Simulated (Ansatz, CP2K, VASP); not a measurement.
**MgBe3: 3 runs at one level of theory**

```xyz
8
Lattice="5.4676 0.0000 0.0000 -2.7338 4.7351 0.0000 0.0000 0.0000 3.6279" Properties=species:S:1:pos:R:3 pbc="T T T"
Mg    2.7338    1.5784    0.9070
Mg    0.0000    3.1567    2.7209
Be    1.6541    4.1117    0.9070
Be    0.0000    1.2467    0.9070
Be   -1.6541    4.1117    0.9070
Be    4.3879    0.6234    2.7209
Be    2.7338    3.4884    2.7209
Be    1.0797    0.6234    2.7209
```

The cell comes from a database or a generator and needn't be the stable form of this composition.

Alike in all runs: task single point; functional PBE; k mesh 6 × 6 × 7; occupations gaussian, width 0.05 eV; no spin polarisation; no spin-orbit coupling. Pressure is positive in compression and, in plane waves, holds the error of the finite cutoff, which Ansatz's Pulay term estimates and takes out.

```tsv
program and potentials	plane-wave cutoff (eV)	notes	pressure (GPa)
Ansatz, Ansatz PAW	420	4 valence electrons an atom on average; Pulay term of +0.02 GPa included	0.10
VASP, PBE PAW files Be, Mg, 500 eV	500	2 valence electrons an atom on average	0.09
CP2K, POTENTIAL_UZH Mg GTH-PBE-q10, Be GTH-PBE-q4; TZVP-MOLOPT-PBE-GTH basis	-	atomic basis; 5.5 valence electrons an atom on average	1.24
```

Force on atom 5 (Be), eV/Å:

```tsv
program and potentials	x	y	z
Ansatz, Ansatz PAW	0.021	-0.012	0.000
VASP, PBE PAW files Be, Mg, 500 eV	0.034	-0.020	0.000
CP2K, POTENTIAL_UZH Mg GTH-PBE-q10, Be GTH-PBE-q4; TZVP-MOLOPT-PBE-GTH basis	0.050	-0.029	0.000
```

The pressure spans 0.09 (VASP, PBE PAW files Be, Mg, 500 eV) to 1.24 GPa (CP2K, POTENTIAL_UZH Mg GTH-PBE-q10, Be GTH-PBE-q4; TZVP-MOLOPT-PBE-GTH basis). Rows in atomic bases carry the error of their basis and grid, which can be large.

Differences between rows come from potentials, basis sets and numerical settings, since the functional is the same but for its coding. Runs on potential files found faulty are left out.
